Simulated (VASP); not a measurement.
OSZICAR of a VASP run on NaHF2 (space group R-3m):

File OSZICAR:
```
       N       E                     dE             d eps       ncg     rms          rms(c)
DAV:   1     0.191009067832E+03    0.19101E+03   -0.12889E+04  2609   0.165E+03
DAV:   2    -0.171368343881E+02   -0.20815E+03   -0.20320E+03  2998   0.442E+02
DAV:   3    -0.292938399904E+02   -0.12157E+02   -0.12142E+02  3159   0.108E+02
DAV:   4    -0.294452469694E+02   -0.15141E+00   -0.15138E+00  3089   0.133E+01
DAV:   5    -0.294481293226E+02   -0.28824E-02   -0.28823E-02  3222   0.167E+00    0.613E+00
DAV:   6    -0.245179271148E+02    0.49302E+01   -0.19640E+00  3285   0.143E+01    0.210E+00
DAV:   7    -0.222298509137E+02    0.22881E+01   -0.78474E-01  2802   0.118E+01    0.139E+00
DAV:   8    -0.256881803466E+02   -0.34583E+01   -0.72239E-01  2585   0.943E+00    0.933E-01
DAV:   9    -0.228178247812E+02    0.28704E+01   -0.37329E-01  2550   0.569E+00    0.580E-01
DAV:  10    -0.227700956938E+02    0.47729E-01   -0.15696E-01  2564   0.474E+00    0.122E-01
DAV:  11    -0.227688658096E+02    0.12299E-02   -0.30814E-03  3677   0.663E-01    0.102E-01
DAV:  12    -0.227735595949E+02   -0.46938E-02   -0.30109E-03  2686   0.924E-01    0.175E-01
DAV:  13    -0.227804632416E+02   -0.69036E-02   -0.62499E-03  2564   0.837E-01    0.529E-02
DAV:  14    -0.227777567603E+02    0.27065E-02   -0.75027E-04  2557   0.389E-01    0.283E-02
DAV:  15    -0.227809511336E+02   -0.31944E-02   -0.69305E-04  2550   0.368E-01    0.212E-02
DAV:  16    -0.227811556878E+02   -0.20455E-03   -0.73625E-05  2578   0.123E-01    0.159E-02
DAV:  17    -0.227811384691E+02    0.17219E-04   -0.17846E-05  2718   0.549E-02    0.837E-03
DAV:  18    -0.227811620554E+02   -0.23586E-04   -0.93779E-06  2690   0.415E-02    0.195E-03
DAV:  19    -0.227811698825E+02   -0.78271E-05   -0.16129E-06  3033   0.202E-02    0.121E-03
DAV:  20    -0.227811702594E+02   -0.37692E-06   -0.11268E-07  2360   0.480E-03    0.868E-04
DAV:  21    -0.227811703906E+02   -0.13118E-06   -0.22153E-07  2477   0.654E-03    0.184E-04
DAV:  22    -0.227811700048E+02    0.38582E-06   -0.14872E-08  1968   0.176E-03    0.692E-05
DAV:  23    -0.227811699815E+02    0.23255E-07   -0.16331E-09  1289   0.540E-04
   1 F= -.22781170E+02 E0= -.22781170E+02  d E =0.000000E+00
       N       E                     dE             ncg
```

Which electronic solver shows in the log?

It is blocked Davidson (ALGO = Normal, or the opening steps of other solvers). The INCAR had ALGO = Normal.

Can the final energy be trusted as converged?

The run converged. It stopped with EDIFF = 1E-7, NELM = 100 (r2SCAN meta-GGA, plane waves, VASP's PBE PAW potentials (set 64)).

The structure comes from a computed database's NaHF2 entry (R-3m); how it stands against other phases isn't given here. It was relaxed first.
